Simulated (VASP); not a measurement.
# H in VASP: further runs, part 2 of 2

VASP 6.6.1. The steps go on from the part before.

## (3) Single point, r2SCAN+D3(BJ)

POSCAR reads:

```
H
1.0
    6.4150690000      0.0000000000      0.0000000000
    0.0000000000      6.4150690000      0.0000000000
    0.0000000000      0.0000000000      6.4150690000
H
16
Direct
    0.3371592730      0.2958814628      0.6055273918
    0.3645167340      0.1924063482      0.5577804385
    0.2042222773      0.8319941687      0.6896574300
    0.0900380027      0.8541607269      0.6692523494
    0.6185592080      0.8924923489      0.6908265523
    0.6126980084      0.9399119479      0.5884893834
    0.4381090835      0.5849040751      0.1125319151
    0.3438466523      0.5942414649      0.1807307139
    0.4613824107      0.0302101193      0.0408257495
    0.4370646676      0.1155716330      0.1122980906
    0.9158436176      0.5728387333      0.3299418915
    0.9865833088      0.4787477734      0.3175491955
    0.9473008007      0.0243956846      0.3192015550
    0.9007229696      0.1025086402      0.3953192086
    0.5675854773      0.4100501491      0.7971543252
    0.6137424243      0.3769561949      0.9022662110
```

INCAR.step1 reads:

```
PREC = Accurate
ENCUT = 520
ISMEAR = -1
SIGMA = 0.02
LREAL = Auto
LASPH = T
NELM = 100
NBANDS = 22
GGA = PE
ALGO = Normal
EDIFF = 1E-4
LWAVE = T
LCHARG = F
```

INCAR.step2 reads:

```
PREC = Accurate
ENCUT = 520
EDIFF = 1E-7
ISMEAR = -1
SIGMA = 0.02
LREAL = Auto
LASPH = T
NELM = 100
ALGO = Normal
ISIF = 2
LWAVE = F
LCHARG = F
METAGGA = R2SCAN
LMIXTAU = T
IVDW = 12
VDW_S6 = 1.0
VDW_S8 = 0.78981345
VDW_A1 = 0.49484001
VDW_A2 = 5.73083694
NBANDS = 22
ISTART = 1
```

KPOINTS reads:

```
regular mesh
0
Gamma
  1 1 1
```

Potentials or basis: VASP PAW PBE potentials, release 64 (H).

On the command line:

```console
$ cat potpaw_PBE.64/H/POTCAR > POTCAR
$ cp INCAR.step1 INCAR
$ mpirun -np 1 vasp_gam > vasp.out
$ cp INCAR.step2 INCAR
$ mpirun -np 1 vasp_gam > vasp.out
```

Run time: 78 s. Hardware: 1 thread of Intel Xeon Platinum 8259CL at 2.50GHz (Skylake/Cascade Lake), shared host; peak memory 0.32 GiB.

The run converged. Its results:

| Item | Value |
| --- | --- |
| Free energy | -54.9942 eV |
| Pressure | 0.0 GPa |
| Largest force | 0.938 eV/Å |
| Band gap on the k mesh | 10.11 eV, direct |
| Dispersion energy per atom | -0.007 eV |

Forces on the atoms (eV/Å):
```
H    0.021 -0.372 -0.252
H   -0.165  0.388  0.112
H   -0.607  0.084 -0.073
H    0.598 -0.137  0.116
H    0.048 -0.272  0.534
H   -0.003  0.205 -0.527
H   -0.294  0.045  0.212
H    0.247  0.013 -0.149
H    0.052 -0.243 -0.176
H   -0.085  0.213  0.215
H    0.398 -0.550 -0.055
H   -0.412  0.559  0.070
H   -0.279  0.499  0.440
H    0.279 -0.491 -0.469
H    0.450 -0.214  0.794
H   -0.248  0.272 -0.793
```

Stress tensor (GPa, compression positive):
```
-0.19  0.41 -0.01
 0.41  0.16 -0.15
-0.01 -0.15 -0.07
```

Levels at points of the mesh, in eV from the valence-band top:
```csv
k point,band 6,band 7,band 8,band 9,band 10,band 11
"(0.00, 0.00, 0.00)",-0.45,-0.28,0.00,10.11,10.39,10.70
```

Caveat: the PAW data sets were made with another functional, which shifts forces and pressure a little.

## (4) Single point, r2SCAN+D3(BJ)

POSCAR reads:

```
H
1.0
    6.4150690000      0.0000000000      0.0000000000
    0.0000000000      6.4150690000      0.0000000000
    0.0000000000      0.0000000000      6.4150690000
H
16
Direct
    0.3344780859      0.3108306395      0.5254503108
    0.2586254333      0.2416653663      0.4708600952
    0.1175045818      0.8649322400      0.7895004715
    0.0684482115      0.9267086605      0.6982933465
    0.5954573521      0.8691566685      0.6794003307
    0.5697522505      0.9788515135      0.6700941175
    0.5200567601      0.6694238207      0.1179410541
    0.4333546529      0.6589796618      0.1959448916
    0.4185925358      0.0892118230      0.0945586088
    0.5302047414      0.1054392400      0.1140907448
    0.9114165413      0.6211001004      0.2655154606
    0.9960454050      0.5531663027      0.2872455464
    0.9053994587      0.1002015723      0.2974247042
    0.9629982156      0.0589705271      0.3900035993
    0.6043894462      0.4765186470      0.8109655563
    0.5819890636      0.3867144687      0.8796787688
```

INCAR.step1 reads:

```
SYSTEM = H
ALGO     = Normal         ! electronic algorithm
EDIFF    = 1E-4           ! SCF threshold, eV
ENCUT    = 520            ! plane-wave cutoff, eV
GGA      = PE             ! functional
ISMEAR   = -1             ! smearing method
LASPH    = .True.         ! aspherical terms in the spheres
LCHARG   = .False.        ! write CHGCAR
LREAL    = Auto         
LWAVE    = .True.         ! write WAVECAR
NBANDS   = 22             ! bands
NELM     = 100            ! most SCF steps
PREC     = Accurate       ! precision mode
SIGMA    = 0.02           ! smearing width, eV
```

INCAR.step2 reads:

```
SYSTEM = H
ALGO     = Normal         ! electronic algorithm
EDIFF    = 1E-6           ! SCF threshold, eV
ENCUT    = 520            ! plane-wave cutoff, eV
ISIF     = 2              ! what is computed and relaxed
ISMEAR   = -1             ! smearing method
ISTART   = 1            
IVDW     = 12             ! dispersion correction
LASPH    = .True.         ! aspherical terms in the spheres
LCHARG   = .True.         ! write CHGCAR
LELF     = .True.         ! ELF
LMIXTAU  = .True.       
LREAL    = Auto         
LVHAR    = .True.       
LWAVE    = .False.        ! write WAVECAR
METAGGA  = R2SCAN         ! meta-GGA
NBANDS   = 22             ! bands
NELM     = 100            ! most SCF steps
PREC     = Accurate       ! precision mode
SIGMA    = 0.02           ! smearing width, eV
VDW_A1   = 0.49484001   
VDW_A2   = 5.73083694   
VDW_S6   = 1.0          
VDW_S8   = 0.78981345
```

KPOINTS reads:

```
k-points
0
Gamma
  1 1 1
  0 0 0
```

On the command line:

```console
$ cat potpaw_PBE.64/H/POTCAR > POTCAR
$ cp INCAR.step1 INCAR
$ mpirun -np 1 vasp_gam > vasp.out
$ cp INCAR.step2 INCAR
$ mpirun -np 1 vasp_gam > vasp.out
```

Run time: 68 s. Hardware: 1 thread of Intel Xeon Platinum 8259CL at 2.50GHz (Skylake/Cascade Lake), shared host; peak memory 0.32 GiB.

Results (log left out):

| Item | Value |
| --- | --- |
| Free energy | -55.0390 eV |
| Pressure | 0.3 GPa |
| Largest force | 1.206 eV/Å |
| Band gap on the k mesh | 10.40 eV, direct |
| Dispersion energy per atom | -0.007 eV |

Forces on the atoms (eV/Å):
```
H   -0.108 -0.080 -0.063
H    0.132  0.131  0.082
H   -0.434  0.534 -0.804
H    0.449 -0.569  0.860
H    0.140 -0.524  0.022
H   -0.122  0.517 -0.069
H   -0.363 -0.028  0.317
H    0.314  0.062 -0.246
H   -0.199 -0.012 -0.050
H    0.185  0.038  0.038
H   -0.910  0.723 -0.234
H    0.917 -0.744  0.244
H    0.129 -0.101  0.225
H   -0.188  0.097 -0.250
H    0.048 -0.016 -0.059
H    0.010 -0.030 -0.014
```

Stress tensor (GPa, compression positive):
```
 0.41 -0.20 -0.06
-0.20  0.70  0.19
-0.06  0.19 -0.26
```

Levels at points of the mesh, in eV from the valence-band top:
```
           k point  band 4  band 5  band 6  band 7  band 8  band 9  band 10  band 11  band 12  band 13
(0.00, 0.00, 0.00)   -0.46   -0.33   -0.22   -0.13    0.00   10.40    10.62    10.66    11.13    11.61
```

Caveat: the PAW data sets were made with another functional, which shifts forces and pressure a little. r2SCAN opens gaps a little over a GGA but as a rule still falls short of measured ones.

## (5) Molecular dynamics, r2SCAN+D3(BJ)

POSCAR reads:

```
H
1.0
    6.4150690000      0.0000000000      0.0000000000
    0.0000000000      6.4150690000      0.0000000000
    0.0000000000      0.0000000000      6.4150690000
H
16
Direct
    0.1944951600      0.2915843400      0.5894041800
    0.2774212900      0.2398888100      0.5280172700
    0.3263448400      0.7471898700      0.7237286100
    0.2259265700      0.7047284700      0.6837056000
    0.6697358800      0.9552083300      0.6873329800
    0.6678695900      0.9333011300      0.5735395300
    0.3349083300      0.6128708200      0.1766851700
    0.2919933300      0.5389968700      0.0989477500
    0.4439152100      0.0735416800      0.0828660000
    0.3875543200      0.0479902600     -0.0148091600
    0.8924016000      0.5984493400      0.4756506000
    0.9729839300      0.6089304000      0.3929601800
    0.9251923700      0.1501768700      0.2894679400
    0.8726240200      0.0673823100      0.2285011100
    0.7300390400      0.3719218800      0.8522208100
    0.7847625000      0.3206331300      0.7643567100
```

INCAR.step1 reads:

```
SYSTEM = H
PREC = Accurate
ENCUT = 520
ISMEAR = -1
SIGMA = 0.02
LREAL = Auto
LASPH = .TRUE.
NELM = 100
NBANDS = 22
ISYM = 0
GGA = PE
ALGO = Normal
EDIFF = 1E-4
LWAVE = .TRUE.
LCHARG = .FALSE.
```

INCAR.step2 reads:

```
SYSTEM = H
PREC = Accurate
ENCUT = 520
EDIFF = 1E-5
ISMEAR = -1
SIGMA = 0.02
LREAL = Auto
LASPH = .TRUE.
NELM = 100
ALGO = Normal
ISIF = 2
LWAVE = .FALSE.
LCHARG = .FALSE.
METAGGA = R2SCAN
LMIXTAU = .TRUE.
IVDW = 12
VDW_S6 = 1.0
VDW_S8 = 0.78981345
VDW_A1 = 0.49484001
VDW_A2 = 5.73083694
NBANDS = 22
IBRION = 0
NSW = 40
POTIM = 0.5
TEBEG = 250.0
TEEND = 250.0
ISYM = 0
NELMIN = 4
RANDOM_SEED = 576009 0 0
MDALGO = 3
LANGEVIN_GAMMA = 20
ISTART = 1
```

KPOINTS reads:

```
regular mesh
0
G
  1 1 1
  0 0 0
```

On the command line:

```console
$ cat potpaw_PBE.64/H/POTCAR > POTCAR
$ cp INCAR.step1 INCAR
$ mpirun -np 1 vasp_gam > vasp.out
$ cp INCAR.step2 INCAR
$ mpirun -np 1 vasp_gam > vasp.out
```

It took 23 min on 1 thread of Intel Xeon Platinum 8259CL at 2.50GHz (Skylake/Cascade Lake), shared host; peak memory 0.36 GiB.

The run converged. Its results:

```yaml
Dispersion_energy_per_atom: -0.007 eV
```

Step by step:
```tsv
step	potential energy change (eV)	largest force (eV/Å)	pressure (GPa)	volume (Å³)	temperature (K)
1	0.0000	0.1918	0.12	264.00	265
2	0.0282	1.0490	-0.18	264.00	251
3	0.0869	1.6581	-0.41	264.00	217
4	0.1338	1.9037	-0.54	264.00	189
5	0.1479	1.9112	-0.60	264.00	180
6	0.1247	1.7426	-0.60	264.00	190
7	0.0781	1.3958	-0.51	264.00	207
8	0.0319	0.8552	-0.32	264.00	221
9	0.0090	0.5744	-0.04	264.00	224
10	0.0215	0.8432	0.25	264.00	222
11	0.0609	1.7323	0.54	264.00	215
12	0.0963	2.2547	0.75	264.00	200
13	0.0986	2.2030	0.83	264.00	191
14	0.0637	1.6466	0.73	264.00	207
15	0.0259	0.8429	0.57	264.00	238
16	0.0059	0.7507	0.33	264.00	245
17	0.0124	0.6696	0.06	264.00	231
18	0.0456	1.2153	-0.20	264.00	216
19	0.0817	1.5216	-0.40	264.00	204
20	0.1041	1.6681	-0.53	264.00	206
21	0.1062	1.6236	-0.58	264.00	211
22	0.0772	1.3183	-0.51	264.00	232
23	0.0333	0.8880	-0.30	264.00	262
24	0.0093	0.5686	-0.03	264.00	275
25	0.0212	0.8887	0.29	264.00	266
26	0.0609	1.6630	0.57	264.00	244
27	0.0961	2.1328	0.78	264.00	228
28	0.1001	2.1762	0.85	264.00	223
29	0.0687	1.6697	0.77	264.00	239
30	0.0311	0.8659	0.58	264.00	260
31	0.0170	0.9675	0.31	264.00	258
32	0.0300	0.8876	0.06	264.00	237
33	0.0599	1.1117	-0.19	264.00	230
34	0.0940	1.4037	-0.37	264.00	230
35	0.1128	1.5347	-0.46	264.00	209
36	0.1151	1.5682	-0.47	264.00	197
37	0.0985	1.5084	-0.42	264.00	195
38	0.0638	1.2343	-0.25	264.00	198
39	0.0323	0.8262	-0.07	264.00	212
40	0.0212	0.6604	0.17	264.00	217
```

Caveat: the PAW data sets were made with another functional, which shifts forces and pressure a little.
